## How far do the band edges of CdSe move?

In a semiconductor, the step from LDA levels to quasiparticle levels is often worth several tenths of an eV to an eV or more. That is as large as many band gaps, so it can decide whether a calculated gap is of any use. The table follows this step for zinc-blende CdSe in one-shot G0W0, state by state. Can the levels at the band edge be foretold from levels elsewhere?

One-shot G0W0 on LDA levels for zinc-blende CdSe, computed with VASP 6.6.1 using GW PAW potentials, a 5×5×5 k mesh and no spin-orbit coupling. The plane-wave cutoff is 500 eV for the wavefunctions and 100 eV for the response, with 140 bands and 48 frequency points. Each column of levels counts from its own highest filled level.

```tsv
row	state k a (reciprocal cell vector)	state k b (reciprocal cell vector)	state k c (reciprocal cell vector)	state band	state start level (eV)	state corrected level (eV)	state weight z
1	?	?	?	top filled	?	?	?
2	?	?	?	first empty	?	?	?
3	?	?	?	top filled	?	?	?
4	0.200	0.000	0.000	first empty	1.854	2.606	0.744
5	0.400	0.000	0.000	top filled	-0.662	-0.697	0.713
6	0.400	0.000	0.000	first empty	2.160	2.943	0.749
7	0.200	0.200	0.000	top filled	-0.722	-0.762	0.713
8	0.200	0.200	0.000	first empty	2.598	3.374	0.737
9	0.400	0.200	0.000	top filled	-1.125	-1.182	0.708
10	0.400	0.200	0.000	first empty	3.285	4.087	0.734
11	-0.400	0.200	0.000	top filled	-0.991	-1.040	0.710
12	-0.400	0.200	0.000	first empty	3.381	4.203	0.734
13	-0.200	0.200	0.000	top filled	-0.473	-0.499	0.715
14	-0.200	0.200	0.000	first empty	3.049	3.904	0.733
15	0.400	0.400	0.000	top filled	-1.649	-1.719	0.700
16	0.400	0.400	0.000	first empty	3.120	3.728	0.753
17	-0.400	0.400	0.000	top filled	-1.578	-1.646	0.702
18	-0.400	0.400	0.000	first empty	3.422	4.081	0.747
19	-0.400	0.400	0.200	top filled	-1.629	-1.706	0.702
20	-0.400	0.400	0.200	first empty	4.397	5.301	0.717
```

The start level is the LDA energy and the corrected level is the G0W0 energy. Each column counts from its own highest filled level. The weight $Z$ is the share of an electron state that survives as one sharp peak when the other electrons respond. The three k columns are fractions of the reciprocal cell vectors: $\Gamma$ is (0, 0, 0), L is (0.5, 0, 0) and X is (0.5, 0.5, 0). Rows 1 and 2 are the top filled and first empty levels at $\Gamma$, and row 3 is the top filled level at (0.2, 0, 0).

### (a) Where do the filled levels of rows 1 and 3 lie, before and after the correction?

**Solution.** In zinc-blende semiconductors such as CdSe the highest filled level lies at $\Gamma$. Row 1 is therefore 0 in both columns. This follows from the choice of zero and tests no theory of the correction.

Row 3 needs the shape of the valence band between $\Gamma$ and L. Along that line the band repeats after one full reciprocal vector and is symmetric about $\Gamma$. With coupling between nearest neighbours of one sublattice only, it takes the form

$$E(x) = -A\,(1-\cos 2\pi x),$$

where $x$ is the position along the line and $A$ sets the depth. Scaled to row 5, at $x=0.4$, this gives about -0.25 eV at $x=0.2$.

The line from $\Gamma$ to X offers a check on the shape, because both points are visible there. Row 7 has already reached $0.722/1.649 = 0.438$ of the depth of row 15, more than the cosine allows. Couplings beyond the simplest model evidently matter. If the same fraction holds towards L, the start level of row 3 is

$$0.438\times(-0.662\ \text{eV}) = -0.29\ \text{eV}.$$

The difference between the two estimates suggests an error of 0.04 eV.

Counted from the valence top, the correction is small for the visible filled levels. It must vanish at the common zero, and the simplest smooth law from there is proportional to depth. The visible filled levels follow such a law, with a stretch of about 5 percent. The forecast for the corrected level of row 3 is thus -0.30 ± 0.04 eV, with nearly all the uncertainty inherited from the start level. Here and below, ranges are typical errors, not outer bounds.

### (b) Where does the first empty level at $\Gamma$ go, and what are the three weights?

The LDA gap of the run, 0.289 eV at $\Gamma$, is given as the start level of row 2.

**Solution.** To first order, the corrected energy is

$$E_{\text{corrected}} = E_{\text{start}} + Z\,\langle \Sigma - V_{xc}\rangle .$$

Here $V_{xc}$ is the LDA exchange-correlation potential, $\Sigma$ is the self-energy that replaces it, and the brackets mean an average over the state. LDA gives filled and empty states the same local potential. The self-energy contains exchange with the filled states, weakened by screening, and this depends on the state it acts on. It lowers filled states, which occupy much the same regions as the other filled states, more than empty ones. The gap therefore opens, and it opens more when screening is weak.

The simplest model gives every first empty level one common shift relative to the valence top. It was fitted together with the stretch of the filled levels to the 17 visible rows. The common shift comes out at 0.77 eV, so row 2 should land at $0.289 + 0.773 = 1.06$ eV, with an error of 0.10 eV. A version in which the shift grows with energy puts it at about 0.97 eV, but the visible rows hardly determine that slope.

This forecast was not blind. The corrected gap of the run was known before the model was chosen. It did not enter the fit, but agreement for this level would show consistency rather than foresight. The levels of row 3 and the three weights were unseen.

The weight falls when the self-energy changes faster with energy. Theory expects this as a state moves away from the gap, towards energies at which it can excite collective motion of the other electrons. The filled levels follow this pattern well, while the empty levels scatter more. Straight lines through each group give $Z = 0.72 ± 0.01$ for rows 1 and 3, and $0.76 ± 0.03$ for row 2. The last value reaches well below the lowest visible empty level, hence its wider range.

### (c) How do the forecasts compare with the calculation, and what do the misses teach?

The withheld rows as computed:

```tsv
row	state k a (reciprocal cell vector)	state k b (reciprocal cell vector)	state k c (reciprocal cell vector)	state band	state start level (eV)	state corrected level (eV)	state weight z
1	0.000	0.000	0.000	top filled	0.000	0.000	0.720
2	0.000	0.000	0.000	first empty	0.288	1.039	0.752
3	0.200	0.000	0.000	top filled	-0.276	-0.292	0.717
```

**Solution.** The start level of row 3 is -0.276 eV, and the forecast of -0.29 eV was slightly too deep. The computed value lies between the cosine estimate and the one borrowed from the X line. Measured as a fraction of its depth at 0.4, the band towards L thus falls faster at first than the simplest model says, but not quite as fast as the band towards X. The corrected level, -0.292 eV, inherits this miss almost unchanged, and both values lie within the stated range.

The first empty level at $\Gamma$ rises from 0.288 eV (0.289 eV in the run's summary, a matter of rounding) to 1.039 eV, so the correction more than triples the gap. The common shift comes within about 0.02 eV of the computed level. The version with a slope is about 0.07 eV too low, which is still no larger than its usual error. One level at the band edge therefore can't settle whether the shift grows with energy.

The weights of rows 1 and 3 agree with the forecast to the quoted precision. For row 2 the line gave 0.76 and the calculation gives 0.752, which is inside the range but lower. The slope of that line owes much to row 20, the highest of the empty levels and the one with the smallest weight among them. A miss of 0.012 also has a match among the visible empty levels: row 16 is off the line by 0.015.

The good result at $\Gamma$ should not be mistaken for the accuracy of a common shift. Among the visible empty levels its typical miss is 0.09 eV, and for row 16 it reaches 0.165 eV. Rows 14 and 16 show why: they start within 0.1 eV of each other, yet row 14 rises by 0.247 eV more. Something other than the starting energy must tell them apart.

The weight is a poor candidate. Among the visible empty levels $Z$ varies by only 5 percent, while the shifts run from 0.608 to 0.904 eV. For $Z$ alone to produce that spread, the absolute shift of these levels, which the choice of zero hides, would have to be about 6 eV in size, far more than is usual for such states. The difference must lie mainly in $\langle\Sigma - V_{xc}\rangle$, that is, in the shape of the states. Rows 16 and 18, the two with the smallest shifts, both lie near X. A different mix of Cd and Se orbitals there is a plausible cause, but it remains a guess.

The corrected gap is still well below experiment. The measured gap of CdSe is roughly 1.7 eV, a recalled figure. Spin-orbit coupling and lattice vibrations, both left out, would lower the calculated gap further. The bands, cutoffs and mesh are not converged, and a start from LDA, whose gap is far too small, tends to make the screening too strong. LDA also tends to place the filled Cd 4d levels too close below the valence top, and their mixing with the Se 4p states pushes that top up. The cell of the run is also slightly larger than the measured one, which lowers the gap. How much each of these contributes is untested here.

The printed analysis below gives the fits and the miss for each withheld row. For practical work, a common shift is good enough when errors of 0.1 to 0.2 eV in the empty levels do no harm. When the question is how far the conduction levels near X lie above the one at $\Gamma$, the shift should be calculated for each level: here a common shift would leave rows 16 and 18 too far above row 2, by 0.14 and 0.09 eV.

Printed output of the fit:

```
fit of shift on 17 rows: coefficient of vb_level 0.0465 +/- 0.02, coefficient of cb 0.7734 +/- 0.022; rms 0.0633, worst 16 0.165, leave-one-out rms 0.0712
  rows outside the fit (model, value, miss): 1 0, 0, 0; 2 0.7734, 0.751, 0.0224; 3 -0.01348, -0.016, 0.00252
fit of shift on 17 rows: coefficient of vb_level 0.0465 +/- 0.02, coefficient of cb 0.6665 +/- 0.097, coefficient of cb_level 0.03529 +/- 0.031; rms 0.0606, worst 16 0.169, leave-one-out rms 0.0782
  rows outside the fit (model, value, miss): 1 0, 0, 0; 2 0.6767, 0.751, -0.0743; 3 -0.01348, -0.016, 0.00252
fit of state_weight_z on 17 rows: coefficient of vb 0.7215 +/- 0.0063, coefficient of vb_level 0.01233 +/- 0.0053, coefficient of cb 0.767 +/- 0.0096, coefficient of cb_level -0.009358 +/- 0.0031; rms 0.00575, worst 16 -0.0152, leave-one-out rms 0.00781
  rows outside the fit (model, value, miss): 1 0.7215, 0.72, 0.00149; 2 0.7643, 0.752, 0.0123; 3 0.7179, 0.717, 0.000912
Fraction of the depth at 0.4 reached at 0.2 on the Gamma-X line: 0.4378
Row 3 start level, forecast (eV): -0.2899
Row 3 start level, nearest-neighbour cosine estimate (eV): -0.2529
Row 3 start level, forecast less computed (eV): -0.01385
Row 3 corrected level, forecast (eV): -0.3033
Row 3 corrected level, forecast less computed (eV): -0.01133
Row 2 corrected level, one common shift (eV): 1.062
Row 2 corrected level, common shift less computed (eV): 0.02344
Row 2 corrected level, sloped rival (eV): 0.9657
Rms miss of common shift, visible empty levels (eV): 0.08686
Rms miss of stretch, visible filled levels (eV): 0.004753
Smallest shift of a visible empty level (eV): 0.608
Largest shift of a visible empty level (eV): 0.904
Shift of row 14 less shift of row 16 (eV): 0.247
Spread of Z among visible empty levels, largest over smallest (percent): 5.021
```
